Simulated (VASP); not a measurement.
Data:

```
CELL_PARAMETERS angstrom
      0.00000     1.80657     1.80657
      1.80657     0.00000     1.80657
      1.80657     1.80657     0.00000
ATOMIC_POSITIONS crystal
  B  0.00000 0.00000 0.00000
  N  0.25000 0.25000 0.25000
```

Level of theory: r2SCAN meta-GGA, VASP's PBE PAW potentials (set 64) (plane waves; VASP). Run with 520 eV cut-off, 14×14×14 Γ-centred mesh, tetrahedra with Blöchl corrections, potentials B N.

Q: Give the energies of bands 2 to 7 at the high-symmetry points, in eV from the valence-band maximum.

A: 
```tsv
band	Γ	X	U	L	W
2	0.00	-9.33	-8.52	-11.10	-7.97
3	0.00	-5.11	-7.92	-2.02	-7.22
4	0.00	-5.11	-4.24	-2.02	-6.70
5	9.53	4.98	7.50	10.81	10.34
6	9.53	9.82	13.70	11.48	14.27
7	9.53	19.28	16.98	11.48	15.47
```

The gap is indirect, 4.98 eV, from the valence maximum at Γ to the conduction minimum at X.

Measured: gap 6.20 eV at 300 K (computed value off by -1.22 eV), as given by arXiv:1206.3780.

The compound is BN in the zinc blende structure. It was relaxed first.
